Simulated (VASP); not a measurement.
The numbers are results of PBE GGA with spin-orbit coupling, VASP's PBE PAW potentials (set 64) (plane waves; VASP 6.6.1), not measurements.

A VASP calculation is set up with these files.

**INCAR**
```
SYSTEM = MgI2
PREC = Accurate
ENCUT = 300
EDIFF = 1E-6
NELM = 100
ALGO = Normal
LREAL = .FALSE.
LASPH = .TRUE.
ISMEAR = 0
SIGMA = 0.136
GGA = PE
LMAXMIX = 4
LWAVE = .FALSE.
LCHARG = .FALSE.
ISIF = 2
LSORBIT = .TRUE.
LNONCOLLINEAR = .TRUE.
MAGMOM = 0.0 0.0 0.0 0.0 0.0 0.0 0.0 0.0 0.0
GGA_COMPAT = .FALSE.
LORBIT = 11
```

POSCAR:
```
MgI2
1.0
  4.2008210000   0.0000000000   0.0000000000
 -2.1004110000   3.6380180000   0.0000000000
  0.0000000000   0.0000000000  17.3351160000
Mg I
1 2
Cartesian
  0.0000000000   0.0000000000   8.6675580000
 -0.0000024337   2.4253465460  10.3351094836
  2.1004124337   1.2126714540   7.0000065164
```

File KPOINTS:
```
Automatic mesh
0
Gamma
9 9 1
0 0 0
```

POTCAR, in this order: Mg I (PBE.64 set). Program: vasp_ncl.

The cell holds a wide vacuum, so values per volume refer to the whole cell.

### Question
Predict the energy per atom (σ→0).

### Answer

```json
{
  "energy per atom (σ→0)": "-2.662 eV/atom"
}
```

### OSZICAR
```
...
DAV:  13    -0.798518536276E+01   -0.22316E-04   -0.63168E-06   720   0.190E-02    0.861E-03
DAV:  14    -0.798519624047E+01   -0.10878E-04   -0.13195E-06   672   0.852E-03    0.625E-03
DAV:  15    -0.798521559695E+01   -0.19356E-04   -0.93009E-07   584   0.426E-03    0.445E-03
DAV:  16    -0.798522883944E+01   -0.13242E-04   -0.81562E-07   608   0.415E-03    0.493E-03
DAV:  17    -0.798523518404E+01   -0.63446E-05   -0.14774E-07   512   0.171E-03    0.783E-04
DAV:  18    -0.798524382954E+01   -0.86455E-05   -0.37965E-07   520   0.274E-03    0.569E-03
DAV:  19    -0.798524460764E+01   -0.77810E-06   -0.29214E-08   552   0.916E-04
   1 F= -.79852446E+01 E0= -.79852446E+01  d E =-.411870E-10  mag=     0.0000    -0.0000    -0.0000
```

The cell is a sheet with vacuum, built from a generated structure.
